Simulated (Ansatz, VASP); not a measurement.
Given: the input of a run of VASP 6.6.1 on Y3Ge.

The input INCAR:

```
PREC     = Accurate       # precision mode
ENCUT    = 600            # plane-wave cutoff, eV
EDIFF    = 1E-7           # SCF threshold, eV
ISMEAR   = -1             # smearing method
SIGMA    = 0.05           # smearing width, eV
LREAL    = F              # projectors in reciprocal space
LASPH    = T              # aspherical terms in the spheres
NELM     = 80             # most SCF steps
ALGO     = Normal         # electronic algorithm
ISIF     = 3              # what is computed and relaxed
LWAVE    = F              # write WAVECAR
LCHARG   = F              # write CHGCAR
GGA      = B5             # functional
ALDAX    = 1.0          
AGGAX    = 1.0          
AGGAC    = 1.0          
ALDAC    = 0.0          
IVDW     = 13             # dispersion correction
VDW_S6   = 1.0          
VDW_S8   = 2.34076671   
VDW_A1   = 0.44488865   
VDW_A2   = 4.0933009    
IBRION   = 2              # ionic algorithm
NSW      = 60             # ionic steps
EDIFFG   = -0.005         # ionic threshold
```

The input KPOINTS:

```
Automatic mesh
0
Gamma
  6 6 6
```

The input POSCAR:

```
Y3Ge
1.0
   -2.2653940000      2.2653940000      5.1970200000
    2.2653940000     -2.2653940000      5.1970200000
    2.2653940000      2.2653940000     -5.1970200000
Y Ge
3 1
Direct
    0.5000000000      0.5000000000      0.0000000000
    0.2500000000      0.7500000000      0.5000000000
    0.7500000000      0.2500000000      0.5000000000
    0.0000000000      0.0000000000      0.0000000000
```

Potentials or basis: VASP PAW PBE potentials, release 64 (Y_sv, Ge_d).

Run with:

```console
$ cat potpaw_PBE.64/Y_sv/POTCAR potpaw_PBE.64/Ge_d/POTCAR > POTCAR
$ mpirun -np 1 vasp_std > vasp.out
```

Task: Set up the same calculation for Ansatz 0.2.0. Potentials there: Ansatz PAW.

Result: As run (the cutoff follows the program's own potentials):

input.yaml

```yaml
crystal:
  lattice:
    - [-2.265394, 2.265394, 5.19702]
    - [2.265394, -2.265394, 5.19702]
    - [2.265394, 2.265394, -5.19702]
  atoms:
    - { symbol: "Y", position: [0.5, 0.5, 0.0] }
    - { symbol: "Y", position: [0.25, 0.75, 0.5] }
    - { symbol: "Y", position: [0.75, 0.25, 0.5] }
    - { symbol: Ge, position: [0.0, 0.0, 0.0] }
hamiltonian:
  xc: blyp
  pseudopotentials: { kind: paw }
  dispersion: d4
kpoints:
  mp_grid: { grid: [6, 6, 6] }
scf:
  occupations: { method: fermi_dirac, width: 0.05 }
output:
  forces: true
  stress: true
  eigenvalues: true
relax:
  f_tol: 0.01
  max_steps: 40
  cell: { stress_tol: 0.05 }
```

Potentials or basis: Ansatz PAW.

Command:

```bash
$ ansatz run input.yaml --threads 2 --pin off --max-ram 5632MiB --backend cpu --events-out ev --progress --plain --runs-dir out
```

Both were run:

|  | VASP | Ansatz | Ansatz less VASP |
| --- | --- | --- | --- |
| gap on the k mesh at the Fermi level, each at its own relaxed structure (eV) | none | none | - |
| relaxed volume (Å³/atom) | 26.11 | 26.15 | +0.042 |
| relaxed cell length with the largest relative difference (Å) | 6.075 | 6.080 | +0.0049 |
| energy change over the relaxation (meV/atom) | -2 | -2 | +0.1 |

A gap of «none» marks a metal or a gap that the smearing closes.

Caveats: pairwise dispersion overbinds metals, which lowers pressure and volume; the PAW data sets were made with another functional, which shifts forces and pressure a little (VASP); the plane-wave basis is chosen anew once the cell has moved, so the energies of steps on either side of that aren't comparable (Ansatz); the PAW data sets come from PBE, with cores solved anew for the run's functional, which leaves a small shift of forces and pressure (Ansatz).
